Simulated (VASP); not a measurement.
# OAlClH2 in VASP: reference runs

Aim: a first look at OAlClH2 with PBE, on the cell as given.

Everything below comes from runs of VASP 6.6.1. Logs are shortened: lines on timing, memory, paths and dates and some standing lists are left out, and cuts for length are marked.

### 1 Starting point

The cell holds a molecule in a box, 5 atoms: a = 13.000 Å, b = 13.000 Å, c = 11.000 Å, α = 90.00°, β = 90.00°, γ = 90.00°.

### 2 Single point, PBE

File INCAR:

```
SYSTEM = AlH2ClO
PREC = Accurate
ENCUT = 520
EDIFF = 1E-7
ISMEAR = 0
SIGMA = 0.01
LREAL = .FALSE.
LASPH = .TRUE.
NELM = 60
ALGO = Normal
ISIF = 2
LWAVE = .FALSE.
LCHARG = .TRUE.
GGA = PE
LELF = .TRUE.
LVHAR = .TRUE.
LVACPOTAV = .TRUE.
NBANDS = 17
```

File KPOINTS:

```
Automatic mesh
0
G
  1 1 1
  0 0 0
```

File POSCAR:

```
AlH2ClO
1.0
   13.0000000000      0.0000000000      0.0000000000
    0.0000000000     13.0000000000      0.0000000000
    0.0000000000      0.0000000000     11.0000000000
O Al Cl H
1 1 1 2
Direct
    0.4304538500      0.5409307700      0.4566318200
    0.5490000000      0.5266230800      0.5158954500
    0.6016076900      0.3796769200      0.5636500000
    0.3835769200      0.4855461500      0.4425318200
    0.6184230800      0.6235538500      0.5345045500
```

Potentials or basis: VASP PAW PBE potentials, release 64 (O, Al, Cl, H).

Launch:

```sh
cat potpaw_PBE.64/O/POTCAR potpaw_PBE.64/Al/POTCAR potpaw_PBE.64/Cl/POTCAR potpaw_PBE.64/H/POTCAR > POTCAR
mpirun -np 1 vasp_gam > vasp.out
```

OUTCAR:

```text
SYSTEM = AlH2ClO
   PREC = Accurate
   ENCUT = 520
   EDIFF = 1E-7
   ISMEAR = 0
   LREAL = .FALSE.
   LASPH = .TRUE.
   NELM = 60
   ISIF = 2
   GGA = PE

 ion  position               nearest neighbor table
   1  0.430  0.541  0.457-   4 0.96   2 1.68
   2  0.549  0.527  0.516-   5 1.56   1 1.68   3 2.10
   3  0.602  0.380  0.564-   2 2.10
   4  0.384  0.486  0.443-   1 0.96
   5  0.618  0.624  0.535-   2 1.56

  LATTYP: Found a simple tetragonal cell.
 ALAT       =    13.0000000000
 C/A-ratio  =     0.8461538462

  Lattice vectors:

 A1 = (  13.0000000000,   0.0000000000,   0.0000000000)
 A2 = (   0.0000000000,  13.0000000000,   0.0000000000)
 A3 = (   0.0000000000,   0.0000000000,  11.0000000000)

Analysis of symmetry for initial positions (statically):
=====================================================================
 Subroutine PRICEL returns:
 Original cell was already a primitive cell.

 Routine SETGRP: Setting up the symmetry group for a
 simple tetragonal supercell.

 Subroutine GETGRP returns: Found  1 space group operations
 (whereof  1 operations were pure point group operations)
 out of a pool of 16 trial point group operations.

The static configuration has the point symmetry C_1 .

Analysis of symmetry for dynamics (positions and initial velocities):
=====================================================================
 Subroutine PRICEL returns:
 Original cell was already a primitive cell.

 Routine SETGRP: Setting up the symmetry group for a
 simple tetragonal supercell.

 Subroutine GETGRP returns: Found  1 space group operations
 (whereof  1 operations were pure point group operations)
 out of a pool of 16 trial point group operations.

The dynamic configuration has the point symmetry C_1 .

 Subroutine INISYM returns: Found  1 space group operations
 (whereof  1 operations are pure point group operations),
 and found     1 'primitive' translations

----------------------------------------------------------------------------------------

                                     Primitive cell

  volume of cell :    1859.0000

  direct lattice vectors                    reciprocal lattice vectors
    13.000000000  0.000000000  0.000000000     0.076923077  0.000000000  0.000000000
     0.000000000 13.000000000  0.000000000     0.000000000  0.076923077  0.000000000
     0.000000000  0.000000000 11.000000000     0.000000000  0.000000000  0.090909091

  length of vectors
    13.000000000 13.000000000 11.000000000     0.076923077  0.076923077  0.090909091

  position of ions in fractional coordinates (direct lattice)
     0.430453850  0.540930770  0.456631820
     0.549000000  0.526623080  0.515895450
     0.601607690  0.379676920  0.563650000
     0.383576920  0.485546150  0.442531820
     0.618423080  0.623553850  0.534504550

  ion indices of the primitive-cell ions
   primitive index   ion index
                 1           1
                 2           2
                 3           3
                 4           4
                 5           5

----------------------------------------------------------------------------------------

 KPOINTS: Automatic mesh

Automatic generation of k-mesh.
 Grid dimensions read from file:
 generate k-points for:    1    1    1

 Generating k-lattice:

  Cartesian coordinates                     Fractional coordinates (reciprocal lattice)
     0.076923077  0.000000000  0.000000000     1.000000000  0.000000000  0.000000000
     0.000000000  0.076923077  0.000000000     0.000000000  1.000000000  0.000000000
     0.000000000  0.000000000  0.090909091     0.000000000  0.000000000  1.000000000

  Length of vectors
     0.076923077  0.076923077  0.090909091

  Shift w.r.t. Gamma in fractional coordinates (k-lattice)
     0.000000000  0.000000000  0.000000000

 Subroutine IBZKPT returns following result:
 ===========================================

 Found      1 irreducible k-points:

 Following reciprocal coordinates:
            Coordinates               Weight
  0.000000  0.000000  0.000000      1.000000
   k-points           NKPTS =      1   k-points in BZ     NKDIM =      1   number of bands    NBANDS=     17
   number of dos      NEDOS =    301   number of ions     NIONS =      5
   total plane-waves  NPLWV = 806736
   dimension x,y,z NGX =    98 NGY =   98 NGZ =   84
   dimension x,y,z NGXF=   196 NGYF=  196 NGZF=  168
   ions per type =               1   1   1   2
   NGX,Y,Z   is equivalent  to a cutoff of  12.53, 12.53, 12.70 a.u.
   NGXF,Y,Z  is equivalent  to a cutoff of  25.06, 25.06, 25.39 a.u.
 SYSTEM =  AlH2ClO
   PREC   = accura    normal or accurate (medium, high low for compatibility)
   ISTART =      0    job   : 0-new  1-cont  2-samecut
   ICHARG =      2    charge: 1-file 2-atom 10-const
   ISPIN  =      1    spin polarized calculation?
   LNONCOLLINEAR =      F non collinear calculations
   LSORBIT =      F    spin-orbit coupling
   LASPH  =      T    aspherical Exc in radial PAW
   ENCUT  =  520.0 eV  38.22 Ry    6.18 a.u.  24.17 24.17 20.45*2*pi/ulx,y,z
   NELM   =     60;   NELMIN=  2; NELMDL= -5     # of ELM steps
   EDIFF  = 0.1E-06   stopping-criterion for ELM
   LREAL  =      F    real-space projection
   EDIFFG = 0.1E-05   stopping-criterion for IOM
   NSW    =      0    number of steps for IOM
   IBRION =     -1    ionic relax: 0-MD 1-quasi-New 2-CG
   NFREE  =      0    steps in history (QN), initial steepest desc. (CG)
   ISIF   =      2    stress and relaxation
   ISYM   =      2    0-nonsym 1-usesym 2-fastsym
   POTIM  = 0.5000    time-step for ionic-motion
   TEBEG  =    0.0;   TEEND  =   0.0 temperature during run
   PSTRESS=    0.0 pullay stress
   NELECT =      18.0000    total number of electrons
   NUPDOWN=      -1.0000    fix difference up-down
   EMIN   =  10.00;   EMAX   =-10.00  energy-range for DOS
   EFERMI =   0.00;   METHOD = LEGACY
   ISMEAR =     0;   SIGMA  =   0.01  broadening in eV -4-tet -1-fermi 0-gaus
   EFERMI_NEDOS =   21; number of points for ismear=-14 and -15
   IALGO  =     38    algorithm
   IMIX   =      4    mixing-type and parameters
     AMIX     =   0.40;   BMIX     =  1.00
     AMIX_MAG =   1.60;   BMIX_MAG =  1.00
  volume/ion in A,a.u.               =     371.80      2509.03
  Fermi-wavevector in a.u.,A,eV,Ry     =   0.348931  0.659383  1.656545  0.121753
  Thomas-Fermi vector in A             =   1.259573
   LORBIT       =      0    0 simple, 1 ext, 2 COOP (PROOUT), +10 PAW based schemes
   GGA     = PE    functional components
   LHFCALC =     F    Hartree Fock is set to
   AEXX    =    0.0000 exact exchange contribution
   IVDW    =     0    specifies the selected vdW correction
   LEPSILON=     F    determine dielectric tensor
   LRPA    =     F    only Hartree local field effects (RPA)
 non-spin polarized calculation
 Gauss-broadening in eV      SIGMA  =   0.01
  energy-cutoff  :      520.00
  volume of cell :     1859.00
 maximum number of plane-waves:     25047
 NGX is ok and might be reduce to    98
   NGX = 49   NGY = 49   NGZ = 41

 number of electron      17.9999998 magnetization

 Free energy of the ion-electron system (eV)
  ---------------------------------------------------
  ext. energy  EPLUGINS =         0.00000000
  ---------------------------------------------------
  free energy    TOTEN  =       -21.97184665 eV

  energy without entropy =      -21.97184665  energy(sigma->0) =      -21.97184665

 E-fermi :  -7.3728     XC(G=0):  -0.7077

 val. band max:       -7.4725084524   @ k =   0.0000   0.0000   0.0000
 cond. band min:      -1.3531913211   @ k =   0.0000   0.0000   0.0000
 fundamental gap:      6.1193171313
 Fermi energy:        -7.3727512193

 k-point     1 :       0.0000    0.0000    0.0000
  band No.  band energies     occupation
      1     -24.4254      2.00000
      2     -20.0587      2.00000
      3     -12.5321      2.00000
      4      -9.9882      2.00000
      5      -8.4466      2.00000
      6      -8.0859      2.00000
      7      -7.9386      2.00000
      8      -7.6219      2.00000
      9      -7.4725      2.00000
     10      -1.3532      0.00000
     11      -1.1614      0.00000
     12      -0.0142      0.00000
     13       0.0785      0.00000
     14       0.5573      0.00000
     15       0.7919      0.00000
     16       0.9164      0.00000
     17       1.0422      0.00000

------------------------ aborting loop because EDIFF is reached ----------------------------------------

  FORCE on cell =-STRESS in cart. coord.  units (eV):
  Direction    XX          YY          ZZ          XY          YZ          ZX
  --------------------------------------------------------------------------------------
  -------------------------------------------------------------------------------------
  Total        0.8896648      0.6410409      0.0930516      0.1380734     -0.0369163      0.3727580
  in kB        0.7667567      0.5524805      0.0801964      0.1189984     -0.0318163      0.3212611
  external PRESSURE =       0.4664779 kB  Pullay stress =       0.0000000 kB

 VOLUME and BASIS-vectors are now :
 -----------------------------------------------------------------------------
  energy-cutoff  :      520.00
  volume of cell :     1859.00
      direct lattice vectors                 reciprocal lattice vectors
    13.000000000  0.000000000  0.000000000     0.076923077  0.000000000  0.000000000
     0.000000000 13.000000000  0.000000000     0.000000000  0.076923077  0.000000000
     0.000000000  0.000000000 11.000000000     0.000000000  0.000000000  0.090909091

 POSITION                                       TOTAL-FORCE (eV/Angst)
 -----------------------------------------------------------------------------------
      5.59590      7.03210      5.02295         0.004972      0.480570     -0.061471
      7.13700      6.84610      5.67485         0.287651      0.005606      0.116286
      7.82090      4.93580      6.20015         0.070994     -0.149731      0.048903
      4.98650      6.31210      4.86785        -0.406945     -0.420903     -0.110487
      8.03950      8.10620      5.87955         0.043328      0.084458      0.006770
 -----------------------------------------------------------------------------------
    total drift:                                0.000270      0.000354     -0.000306

  FREE ENERGIE OF THE ION-ELECTRON SYSTEM (eV)
  ---------------------------------------------------
  free  energy   TOTEN  =       -21.9718466483 eV

  energy  without entropy=      -21.9718466483  energy(sigma->0) =      -21.97184665
```

It took 80 s on 1 thread of AMD EPYC 9R45 (Zen 5), shared host; peak memory 1.4 GiB.

What came out:

```
Free energy                     : -21.9718 eV
Largest force                   : 0.596 eV/Å
Gap between the frontier levels : 6.12 eV
```

Forces in eV/Å, atoms in the order of the input:
```
O    0.005  0.481 -0.061
Al   0.288  0.006  0.116
Cl   0.071 -0.150  0.049
H   -0.407 -0.421 -0.110
H    0.043  0.084  0.007
```

PBE gaps usually lie below the measured ones, often by a third to a half.
